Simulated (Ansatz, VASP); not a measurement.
# One calculation of LaTl, two programs

```
La Tl
1.0
     3.99480    0.00000    0.00000
     0.00000    3.99480    0.00000
     0.00000    0.00000    3.99480
La Tl
1 1
Direct
  0.00000 0.00000 0.00000
  0.50000 0.50000 0.50000
```

Alike in both runs: task relaxation of cell and atoms; functional LDA; k mesh 10 × 10 × 10; occupations gaussian, width 0.1 eV; no spin polarisation.

|  | VASP | Ansatz |
| --- | --- | --- |
| version | VASP 6.6.1 | Ansatz 0.2.0 |
| potentials or method | VASP PAW LDA potentials, release 64 (La, Tl_d) | scalar-relativistic, plane waves, PAW |
| plane-wave cutoff (eV) | 600 | 420 |
| valence electrons in the cell | 24 | 24 |

Ansatz gave:

| Item | Value |
| --- | --- |
| gap on the k mesh at the Fermi level, each at its own relaxed structure (eV) | none |
| relaxed volume (Å³/atom) | 29.17 |
| relaxed cell length with the largest relative difference (Å) | 3.878 |
| energy change over the relaxation (meV/atom) | -40 |

What did VASP give for the same quantities?

gap on the k mesh at the Fermi level, each at its own relaxed structure (eV): none; relaxed volume (Å³/atom): 29.21; relaxed cell length with the largest relative difference (Å): 3.880; energy change over the relaxation (meV/atom): -39.

A gap of «none» marks a metal or a gap that the smearing closes.

Spin-orbit coupling is left out, which matters for the levels of La, Tl. LDA usually gives volumes a few per cent too small. Zero-point motion and thermal expansion aren't in these numbers.
